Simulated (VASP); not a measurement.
Given:

```xyz
2
Lattice="4.0363 -2.1771 0.0127 4.0363 2.1771 0.0127 2.8507 0.0000 3.5923" Properties=species:S:1:pos:R:3 pbc="T T T"
Sb     2.5319     0.0000     0.8385
Sb     8.3914     0.0000     2.7792
```

Calculation: r2SCAN meta-GGA, VASP's PBE PAW potentials (set 64) (plane waves; VASP). Numerical set-up: 480 eV cut-off, 8×8×8 Γ-centred mesh, Gaussian smearing of 0.050 eV, potentials Sb.

Unless said otherwise, spin-orbit coupling is left out, though it shifts the bands of the heavy elements here.

What does the run give for the energy per atom (σ→0), band gap (on the k-mesh) with the smallest direct gap where there is one?

The band gap (on the k-mesh) is none (metal, semimetal or under 0.01 eV) and the energy per atom (σ→0) is -25.699 eV/atom.

The absolute energy has meaning only against runs of the same code, potentials and settings.

The compound is Sb in the a7 structure. It was relaxed first.
